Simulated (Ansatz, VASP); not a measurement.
## Cross-check of InSb between VASP and Ansatz

Wanted: the spread between two codes on one cell, functional and k mesh. The cell is taken from a series of runs on this material, whose earlier steps may have relaxed, scaled, displaced or heated it; both programs get it as it stands.

Program: Ansatz 0.2.0. Level of theory: plane waves, with VASP 6.6.1 beside it; relaxation of cell and atoms at LDA. Results are calculated unless marked as measured.

### 1. Set-up

It takes space group F-43m (No. 216, cubic). The conventional cell has a = 6.450 Å, b = 6.450 Å, c = 6.450 Å, α = 90.00°, β = 90.00°, γ = 90.00°. Nearest to In lie 4 Sb at 2.79 Å. Sb has 4 In at 2.79 Å nearest. Farther neighbours are not listed.

Coordinates:

```
In Sb
1.0
     0.00000    3.22503    3.22503
     3.22503    0.00000    3.22503
     3.22503    3.22503    0.00000
In Sb
1 1
Direct
  0.00000 0.00000 0.00000
  0.25000 0.25000 0.25000
```

### 2. VASP: relaxation of cell and atoms, LDA

The relaxed volume is the usual yardstick between codes: in a stiff, nearly cubic crystal its relative difference is about their pressure difference at one cell divided by the bulk modulus.

Lines of VASP's logs that name or quote its potential files are left out, and so is its time.

Input file INCAR:

```
SYSTEM = InSb
PREC = Accurate
ENCUT = 500
EDIFF = 1E-07
NELM = 120
ISMEAR = 1
SIGMA = 0.2
LREAL = .FALSE.
ALGO = Normal
GGA = CA
NBANDS = 15
LORBIT = 11
LWAVE = .FALSE.
LCHARG = .FALSE.
ISIF = 3
IBRION = 2
NSW = 80
EDIFFG = -0.005
LASPH = .TRUE.
GGA_COMPAT = .FALSE.
NELMIN = 4
```

Input file POSCAR:

```
InSb
1.0
    0.0000000000      3.2250340000      3.2250340000
    3.2250340000      0.0000000000      3.2250340000
    3.2250340000      3.2250340000      0.0000000000
In Sb
1 1
Direct
    0.0000000000      0.0000000000      0.0000000000
    0.2500000000      0.2500000000      0.2500000000
```

Input file KPOINTS:

```
Automatic mesh
0
Gamma
14 14 14
0 0 0
```

Potentials, in the order of the species: In_d and Sb (LDA family, release 64).

Run with:

```sh
$ mpirun -np 1 vasp_std
```

Numbers of over 12 decimals in the logs are rounded to 6 here.

Output:

```text
[banner, memory and clock lines left out]
running    1 mpi-ranks, on    1 nodes
 distrk:  each k-point on    1 cores,    1 groups
 distr:  one band on    1 cores,    1 groups

 POSCAR found type information on POSCAR InSb
 POSCAR found :  2 types and       2 ions
 LDA part: xc-table for (Slater(with rela. corr.)+CA(PZ))
 , standard interpolation
 POSCAR, INCAR and KPOINTS ok, starting setup
 FFT: planning ... GRIDC
 FFT: planning ... GRID_SOFT
 FFT: planning ... GRID
 WAVECAR not read
 entering main loop
       N       E                     dE             d eps       ncg     rms          rms(c)
DAV:   1     0.112350074672E+03    0.11235E+03   -0.77731E+03  3127   0.116E+03
DAV:   2    -0.110097688558E+01   -0.11345E+03   -0.11021E+03  3554   0.285E+02
DAV:   3    -0.816594929303E+01   -0.70650E+01   -0.70350E+01  3883   0.759E+01
DAV:   4    -0.836728219418E+01   -0.20133E+00   -0.20128E+00  3938   0.152E+01
DAV:   5    -0.837741891688E+01   -0.10137E-01   -0.10137E-01  4689   0.273E+00    0.441E+00
DAV:   6    -0.824967462327E+01    0.12774E+00   -0.16009E-01  4574   0.656E+00    0.249E+00
DAV:   7    -0.821851877119E+01    0.31156E-01   -0.69790E-02  4242   0.258E+00    0.548E-01
DAV:   8    -0.821680929288E+01    0.17095E-02   -0.71234E-03  4334   0.104E+00    0.313E-01
DAV:   9    -0.821688816978E+01   -0.78877E-04   -0.59008E-04  3778   0.222E-01    0.738E-02
DAV:  10    -0.821688313865E+01    0.50311E-05   -0.32493E-05  4002   0.394E-02    0.344E-02
DAV:  11    -0.821688706561E+01   -0.39270E-05   -0.83455E-06  3694   0.362E-02    0.198E-02
DAV:  12    -0.821688694734E+01    0.11827E-06   -0.51395E-07  4151   0.691E-03    0.500E-03
DAV:  13    -0.821688695618E+01   -0.88435E-08   -0.73957E-08  2939   0.262E-03
   1 F= -.82168870E+01 E0= -.82170271E+01  d E =-.821689E+01
 curvature:   0.00 expect dE= 0.000E+00 dE for cont linesearch  0.000E+00
 trial: gam= 0.00000 g(F)=  0.141E-47 g(S)=  0.894E-04 ort = 0.000E+00 (trialstep = 0.100E+01)
 search vector abs. value=  0.894E-04
 bond charge predicted
       N       E                     dE             d eps       ncg     rms          rms(c)
DAV:   1    -0.821799365239E+01   -0.11067E-02   -0.26102E-02  4037   0.297E+00    0.205E-01
DAV:   2    -0.821706844735E+01    0.92521E-03   -0.19495E-03  3897   0.932E-01    0.726E-02
DAV:   3    -0.821691980607E+01    0.14864E-03   -0.42941E-04  4016   0.390E-01    0.412E-02
DAV:   4    -0.821691723519E+01    0.25709E-05   -0.15215E-05  3484   0.354E-02    0.288E-02
DAV:   5    -0.821691367036E+01    0.35648E-05   -0.21803E-06  4126   0.122E-02    0.128E-02
DAV:   6    -0.821691321318E+01    0.45718E-06   -0.74967E-07  4697   0.798E-03    0.197E-03
DAV:   7    -0.821691320576E+01    0.74126E-08   -0.42954E-08  2036   0.361E-03
   2 F= -.82169132E+01 E0= -.82170551E+01  d E =-.262496E-04
 trial-energy change:   -0.000026  1 .order   -0.000028   -0.000089    0.000034
 step:   0.7103(harm=  0.7264)  dis= 0.00000  next Energy=    -8.216918 (dE=-0.312E-04)
 bond charge predicted
       N       E                     dE             d eps       ncg     rms          rms(c)
DAV:   1    -0.821700961529E+01   -0.96402E-04   -0.21954E-03  4030   0.859E-01    0.597E-02
DAV:   2    -0.821693158889E+01    0.78026E-04   -0.16492E-04  3876   0.272E-01    0.210E-02
DAV:   3    -0.821691916594E+01    0.12423E-04   -0.35768E-05  4023   0.112E-01    0.120E-02
DAV:   4    -0.821691894851E+01    0.21743E-06   -0.12711E-06  3463   0.102E-02    0.840E-03
DAV:   5    -0.821691865276E+01    0.29576E-06   -0.18145E-07  3366   0.356E-03    0.363E-03
DAV:   6    -0.821691861425E+01    0.38509E-07   -0.47534E-08  1825   0.235E-03
   3 F= -.82169186E+01 E0= -.82170600E+01  d E =-.316581E-04
 curvature:  -0.36 expect dE=-0.129E-08 dE for cont linesearch -0.129E-08
 trial: gam=-0.00628 g(F)=  0.255E-47 g(S)=  0.357E-08 ort = 0.565E-06 (trialstep = 0.942E+00)
 search vector abs. value=  0.100E-09
 reached required accuracy - stopping structural energy minimisation
```

Parts of OUTCAR (step 2):

```text
ion  position               nearest neighbor table
   1  0.000  0.000  0.000-   2 2.79   2 2.79   2 2.79   2 2.79
   2  0.250  0.250  0.250-   1 2.79   1 2.79   1 2.79   1 2.79

  LATTYP: Found a face centered cubic cell.
 ALAT       =     6.4500680000

 Subroutine GETGRP returns: Found 24 space group operations
 (whereof 24 operations were pure point group operations)

The static configuration has the point symmetry T_d .

 Found    104 irreducible k-points:

   k-points           NKPTS =    104   k-points in BZ     NKDIM =    104   number of bands    NBANDS=     15

   dimension x,y,z NGX =    36 NGY =   36 NGZ =   36
   dimension x,y,z NGXF=    72 NGYF=   72 NGZF=   72

   ENCUT  =  500.0 eV  36.75 Ry    6.06 a.u.   8.32  8.32  8.32*2*pi/ulx,y,z

   NELECT =      18.0000    total number of electrons

 k-points in reciprocal lattice and weights: Automatic mesh
   0.00000000  0.00000000  0.00000000       0.000
   0.07142857  0.00000000  0.00000000       0.003
   0.14285714  0.00000000  0.00000000       0.003
   0.21428571  0.00000000  0.00000000       0.003
   0.28571429  0.00000000  0.00000000       0.003
   0.35714286  0.00000000  0.00000000       0.003
   0.42857143  0.00000000  0.00000000       0.003
   0.50000000  0.00000000  0.00000000       0.001
   0.07142857  0.07142857  0.00000000       0.002
[...]
-0.28571429  0.42857143  0.21428571       0.009
  -0.28571429  0.50000000  0.21428571       0.004

 average (electrostatic) potential at core
       1 -95.7122       2 -88.1781

 E-fermi :   5.0608

 k-point     1 :       0.0000    0.0000    0.0000
  band No.  band energies     occupation
    ...
      6      -5.8336      2.00000
      7       4.7142      2.03428
      8       5.0136      1.38728
      9       5.0136      1.38728
     10       5.0136      1.38727
     11       7.9222     -0.00000
     12       7.9222     -0.00000
     13       7.9222     -0.00000
     14      10.5626      0.00000
     15      13.2971      0.00000

 k-point     2 :       0.0714    0.0000    0.0000
  band No.  band energies     occupation
    ...
      5      -9.4790      2.00000
      6      -5.7860      2.00000
      7       3.8735      2.00000
      8       4.9360      1.86105
      9       4.9360      1.86105
     10       5.6174     -0.00060
     11       8.0080     -0.00000
     12       8.0286     -0.00000
     13       8.0286     -0.00000
     14      10.8627      0.00000
    ...

 k-point     3 :       0.1429    0.0000    0.0000
  band No.  band energies     occupation
    ...
      5      -9.4793      2.00000
      6      -5.6457      2.00000
      7       2.8306      2.00000
      8       4.7441      2.04765
      9       4.7441      2.04765
     10       5.9125     -0.00000
     11       8.2864     -0.00000
     12       8.2864     -0.00000
     13       8.4346     -0.00000
     14      11.5221      0.00000
    ...

  Total        0.0002221      0.0002221      0.0002221      0.0000000      0.0000000      0.0000000
  in kB        0.0052949      0.0052949      0.0052949      0.0000000      0.0000000      0.0000000
  external PRESSURE =       0.0052949 kB  Pullay stress =       0.0000000 kB

  energy-cutoff  :      500.00
  volume of cell :       67.21
      direct lattice vectors                 reciprocal lattice vectors
    -0.000000000  3.226975815  3.226975815    -0.154943832  0.154943832  0.154943832
     3.226975815  0.000000000  3.226975815     0.154943832 -0.154943832  0.154943832
     3.226975815  3.226975815  0.000000000     0.154943832  0.154943832 -0.154943832

 POSITION                                       TOTAL-FORCE (eV/Angst)
 -----------------------------------------------------------------------------------
      0.00000      0.00000      0.00000         0.000000      0.000000      0.000000
      1.61349      1.61349      1.61349        -0.000000     -0.000000     -0.000000
 -----------------------------------------------------------------------------------
    total drift:                               -0.000000     -0.000000     -0.000000

  FREE ENERGIE OF THE ION-ELECTRON SYSTEM (eV)
  ---------------------------------------------------
  free  energy   TOTEN  =        -8.2169186142 eV

  energy  without entropy=       -8.2173428231  energy(sigma->0) =       -8.21706002

 reached required accuracy - stopping structural energy minimisation

 total charge
# of ion       s       p       d       tot
------------------------------------------
    1        0.887   0.735   9.863  11.485
    2        1.146   1.343   0.022   2.510
--------------------------------------------------
tot          2.033   2.078   9.885  13.995

[... 3 further parts left out ...]
```

CONTCAR:

```
InSb
   1.00000000000000
    -0.0000000000000000    3.2269758148887520    3.2269758148887520
     3.2269758148887520    0.0000000000000000    3.2269758148887520
     3.2269758148887520    3.2269758148887520    0.0000000000000000
  In              Sb
     1     1
Direct
     0.0000000000000000    0.0000000000000000    0.0000000000000000
     0.2500000000000000    0.2500000000000000    0.2500000000000000
```

### 3. Ansatz: relaxation of cell and atoms, LDA

Ansatz runs on its default PAW (the set named soft_2) files.

The same cell, functional (in two slightly different forms), mesh and smearing now go to Ansatz, which takes its cutoff from its data sets.

Input file input.yaml:

```yaml
crystal:
  lattice:
    - [0.0, 3.2250343954, 3.2250343954]
    - [3.2250343954, 0.0, 3.2250343954]
    - [3.2250343954, 3.2250343954, 0.0]
  atoms:
    - { symbol: In, position: [0.0, 0.0, 0.0] }
    - { symbol: Sb, position: [0.25, 0.25, 0.25] }
kpoints:
  mp_grid: { grid: [14, 14, 14] }
hamiltonian:
  xc: lda
scf:
  occupations: { method: methfessel_paxton, width: 0.2 }
output:
  forces: true
  stress: true
  eigenvalues: true
relax:
  adjacent_minimum: "off"
  f_tol: 0.001
  max_steps: 60
  cell: { stress_tol: 0.01 }
```

Run with:

```sh
$ ansatz run input.yaml --threads 4 --pin off --max-ram 8192MiB --backend cpu --events-out ev --progress --plain --runs-dir out
```

Output:

```text
Engine: ansatz 0.2.0, x86_64-unknown-linux-gnu
Pseudopotentials: kind: paw
Pseudopotential: In, paw, valence charge 13, recommended cutoff 420 eV (normal), In.paw.azcp
Pseudopotential: Sb, paw, valence charge 15, recommended cutoff 420 eV (normal), Sb.paw.azcp
Functional definition: SPW92
  exchange = slater_x
  correlation = pw_c
Crystal: 2 atoms, lattice volume = 67.086 Å³
Basis set: ecut = 420 eV, 1363 PW (Γ)
Bands: 18, of which v1, the nominal top of the filled ones, is band 14 counted from 1 (13 counted from 0)
Symmetry: 24 space group operations
Space group: F-43m (ITA 216), of the structure as read, at distance tolerance 4.1e-5 Å
k-points: 104 of 2744 (time reversal used)
Non-local potential: In, projectors of the file, l = 0: 2, l = 1: 2, l = 2: 2, l = 3: 2
Non-local potential: Sb, projectors of the file, l = 0: 2, l = 1: 2, l = 2: 2, l = 3: 2
PAW form: soft (Blöchl's): semilocal exchange-correlation on the pseudo side does not see the compensation charge
PAW frozen core: In, regenerated for the run's functional, and the local potential with it (the file was generated under x = pbe(κ = 0.804, μ = 0.219515), c = pbe(β = 0.066725))
PAW frozen core: Sb, regenerated for the run's functional, and the local potential with it (the file was generated under x = pbe(κ = 0.804, μ = 0.219515), c = pbe(β = 0.066725))
PAW one-centre angular grid: In, 590 points (default); XC on 64 Gauss nodes
PAW one-centre angular grid: Sb, 590 points (default); XC on 64 Gauss nodes
Initial density: superposition of atomic densities (neutral atoms: chi_scale 0, normalization atom), corrected by the library's trained network
Initial wavefunctions: pseudopotential atomic-orbital guess
Functional: x = slater, c = lda
SCF iter   1: F=—  HF=-11793.167161 eV  |F-HF|=—  |Δ(HF+E_count)|=         —  Δρ=7.03e-3  dr2=2.15e-2  ethr=1.77e-3  ⟨swp⟩=5.4  Hψ=9776  notcnv=0
preconditioner: auto → none  [insulator: Δε(μ)=0.394 eV  Ē_g=13.963 eV  σ=0.200 eV  W_gap=0.72  n_scr=14 (ndim 8)  ℏωp=19.2 eV  f_vac=0.109  D(μ)=0.04/eV (n_scr^D=0)  ε∞_Penn≈2.9]
SCF iter   2: F=—  HF=-11793.159029 eV  |F-HF|=—  |Δ(HF+E_count)|=   8.13e-3  S|Δr|=    0.00e0  Δρ=2.25e-3  dr2=1.38e-3  ethr=7.69e-5  ⟨swp⟩=2.5  Hψ=4175  notcnv=0
SCF iter   3: F=—  HF=-11793.159020 eV  |F-HF|=—  |Δ(HF+E_count)|=   8.37e-6  S|Δr|=    0.00e0  Δρ=7.14e-4  dr2=1.67e-4  ethr=4.92e-6  ⟨swp⟩=2.0  Hψ=2611  notcnv=0
SCF iter   4: F=—  HF=-11793.159034 eV  |F-HF|=—  |Δ(HF+E_count)|=   1.35e-5  S|Δr|=    0.00e0  Δρ=1.62e-4  dr2=2.16e-5  ethr=5.98e-7  ⟨swp⟩=2.4  Hψ=2680  notcnv=0
SCF iter   5: F=—  HF=-11793.159026 eV  |F-HF|=—  |Δ(HF+E_count)|=   7.78e-6  S|Δr|=    0.00e0  Δρ=1.52e-5  dr2=1.49e-7  ethr=7.70e-8  ⟨swp⟩=2.0  Hψ=2809  notcnv=0
SCF iter   6: F=-11793.159026 eV  HF=-11793.159026 eV  |F-HF|=8.49e-10  |Δ(HF+E_count)|=   5.98e-9  S|Δr|=    0.00e0  Δρ=2.26e-6  dr2=3.58e-9  ethr=3.57e-10  ⟨swp⟩=5.8  Hψ=8319  notcnv=0
SCF 1 converged in 6 iterations: F = -11793.159026 eV  dr2 = 3.58e-9
  greatest PAW one-centre occupation: 0.998 electrons in one spin orbital (limit 2), on the Sb atom at site 1 (counted from 0), in its partial waves of l = 2
relax step   1: F+E_penalty+E_count = -11793.15902623 eV  Δ(F+E_penalty+E_count) = +0.000e0 eV  max|allowed force component| = 1.850e-16 eV/Å  Δτ_max = 0.0000 Å  P = -0.010 GPa  Ω = 67.086 Å³  (6 SCF iters, dr2 threshold 1.00e-7 eV, accepted)
[...]
relax step   2: F+E_penalty+E_count = -11793.15903045 eV  Δ(F+E_penalty+E_count) = -4.223e-6 eV  max|allowed force component| = 2.024e-17 eV/Å  Δτ_max = 0.0000 Å  P = +0.007 GPa  Ω = 67.062 Å³  energy of the carried Pulay correction = +3.951e-6 eV  (4 SCF iters, dr2 threshold 2.58e-10 eV, accepted)
[...]
relax step   3: F+E_penalty+E_count = -11793.15902869 eV  Δ(F+E_penalty+E_count) = +1.761e-6 eV  max|allowed force component| = 3.816e-17 eV/Å  Δτ_max = 0.0000 Å  P = +0.007 GPa  Ω = 67.062 Å³  stress off target by 6.56e-3 GPa  SCF on the basis re-selected at this cell (its energy is not comparable with the rows above)  (7 SCF iters)
basis re-selected at this cell: Δ(F+E_penalty+E_count) = +1.761e-6 eV, ΔP = +0.000 GPa vs the last step (what re-selecting the basis moved, of the pressure what is left beyond the Pulay correction that the steps carried, after the strain that the cell walked since its last selection, with what the two solves' SCF thresholds leave and, on support functions, any second-order correction that the steps lacked; it is no m [...]
SCF converged after 7 iterations
Stability not checked: this state was not tested for a lower state beside it, because cold or Methfessel-Paxton smearing, or corrected tetrahedra, fill the levels in a way that the test cannot read (fill_not_monotonic; see scf.lower_state_search)
Free energy (F): -11793.159029 eV
Harris-Foulkes:  -11793.159029 eV  (|F-HF|=3.64e-12)
Internal energy: -11793.159462 eV  (E = F + TS)
E sigma→0 (E₀):  -11793.159137 eV
Entropy (-TS):   0.000433 eV (0.217 meV/atom)
Fermi energy:    7.286631 eV
Step filling:    the computed levels leave a gap of 0.0000 eV = 0.0 smearing widths at the electron count; against every level under it full and every level over it empty, smearing changes F+E_penalty+E_count by +0.147 meV and its σ→0 estimate by +0.039 meV
--- Per-component energies (eV) ---
  E_band       = -264.581067
  E_kinetic    = 453.199973
  E_local      = -3192.223555  (includes V_loc(G=0)·N_el)
  E_nonlocal   = 737.134222
  E_hartree    = 1368.359116
  E_xc         = -351.463570
  E_vxc        = -198.549801  (∫ρ·V_xc dr)
  E_paw        = -8443.200995  (= ΣΔE_a)
  E_vpaw       = -800.860172  (= ΣTr[D̂ρ^β])
  E_aug_tail   = 0.000023  (compensation charges beyond the density's cutoff)
  E_ewald      = -2365.808036
  E_core_change = 0.843360  (= ΣΔE_core)
  E_smearing   = 0.000433  (= −TS)
  E_closure    = -0.000000  (closes the sum)
  Σ components = -11793.159029   (vs F -11793.159029, Δ=0.00e0)
--- Forces (eV/Å), atoms counted from 1 ---
  atom   1  In     0.00000000    -0.00000000    -0.00000000
  atom   2  Sb    -0.00000000     0.00000000     0.00000000
  max |Σ_I F_I| component: 1.62e-17 eV/Å
--- Stress (GPa, compression-positive) ---
        0.006560       0.000000       0.000000
        0.000000       0.006560       0.000000
       -0.000000       0.000000       0.006560
  P = ⅓ Tr σ = 0.0066 GPa (0.066 kbar)
--- Band table (eV; the first three rows and the last of 104) ---
  k-point 0: bands = [... 10 lower, -3.6484, 6.8927, 7.2387, 7.2387, 7.2387, 10.1709, 10.1709, 10.1709]
  k-point 1: bands = [... 10 lower, -3.6007, 6.0738, 7.1613, 7.1613, 7.8225, 10.2537, 10.2778, 10.2778]
  k-point 2: bands = [... 10 lower, -3.4602, 5.0354, 6.9697, 6.9697, 8.1188, 10.5367, 10.5367, 10.6730]
  k-point 103: bands = [... 10 lower, -1.5949, 1.3082, 4.3339, 4.4543, 10.4867, 10.6546, 11.9758, 12.3940]
--- Relaxed structure (2 steps of the walk, 2 accepted, 1 SCFs on fresh bases) ---
  F+E_penalty+E_count = -11793.15902869 eV   max|allowed force component| = 3.816e-17 eV/Å   (the final SCF, on the basis selected at the relaxed cell)
  cell:  # Å, volume = 67.0621 Å³
    - [0, 3.224648, 3.224648]
    - [3.224648, 0, 3.224648]
    - [3.224648, 3.224648, 0]
  atoms:
    - { symbol: In, position: [0, 0, 0] }
    - { symbol: Sb, position: [0.250000, 0.250000, 0.250000] }
```

In the SCF lines HF is the Harris–Foulkes energy and dr2 the Hartree energy of the density residual, in eV; the loop may stop once dr2 is under the threshold and the program's other checks hold. Hψ counts applications of the Hamiltonian.

### 4. Comparison

Known differences besides the potentials themselves: the two LDA forms differ slightly; the data sets hold 28 valence electrons in Ansatz (on its default PAW (the set named soft_2) files) and 18 in VASP; the cutoff is 420 eV in Ansatz and 500 eV in VASP; VASP's log shows a relativistic correction to its local exchange, Ansatz's none; Ansatz adds a Pulay correction to the stress that steers its cell, VASP none. Total energies have different zeros and are not compared.

The two programs side by side:

| quantity | Ansatz | VASP | difference |
| --- | --- | --- | --- |
| volume (Å³) | 67.06 | 67.21 | -0.22 % |
| edge a after relaxation, in the typed setting (Å) | 4.560 | 4.564 | -0.07 % |

### 5. Outcome

| Property | Result |
| --- | --- |
| difference in volume (relaxation of cell and atoms, LDA) | -0.22 % |

In words: The difference in volume is -0.22 % (relaxation of cell and atoms, LDA), within the 1.2 % picked in this series as the mark of a large difference, as far as the stopping tolerances let one tell. The data sets hold unlike numbers of valence electrons (28 in Ansatz and 18 in VASP), so part of the differences comes from the potentials. Such differences can come from data sets, numerical settings and the points named under the comparisons, not from the functional's error against experiment.

[Lines on the potential files, build, host, timing and source positions are cut from VASP's logs without a mark.]

[Logs are printed without paths, hosts, clocks, repeated set-up lines and the standing remarks that a program may print on its own settings, such as how far it seeks lower states.]

[Hosts, paths, dates, database ids (printed as entryN), source tags and the programs' standing remarks are cut or masked in the printed files.]
